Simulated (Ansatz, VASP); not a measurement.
## Two plane-wave programs on Si2Sb2Se

```
Si Sb Se
1.0
     4.43722    0.00000    0.00000
    -2.21861    3.84275    0.00000
     0.00000    0.00000    8.49546
Si Sb Se
2 2 1
Direct
  0.33333 0.66667 0.00000
  0.66667 0.33333 0.00000
  0.00000 0.00000 0.80775
  0.00000 0.00000 0.19225
  0.00000 0.00000 0.50000
```

Alike in both runs: functional PBE; k mesh 12 × 12 × 6; occupations gaussian, width 0.1 eV; no spin polarisation.

Ansatz relaxed the structure, and its values are those at the end. VASP's run is a single point on that final structure, the one shown.

|  | VASP | Ansatz |
| --- | --- | --- |
| version | VASP 6.6.1 | Ansatz 0.2.0 |
| potentials or method | VASP PAW PBE potentials, release 64 (Si, Sb, Se) | scalar-relativistic, plane waves, PAW |
| plane-wave cutoff (eV) | 520 | 420 |
| valence electrons in the cell | 24 | 54 |

```tsv
	VASP	Ansatz	Ansatz less VASP
gap on the k mesh at the Fermi level (eV)	none	none	-
pressure (GPa)	0.0	0.0	+0.03
rms of the force components (eV/Å)	0.004	0.000	-0.0036
```

A gap of «none» marks a metal or a gap that the smearing closes. The two sets of potentials don't hold the same shells in valence.

The runs have no spin-orbit coupling, so splittings on Sb are missing.
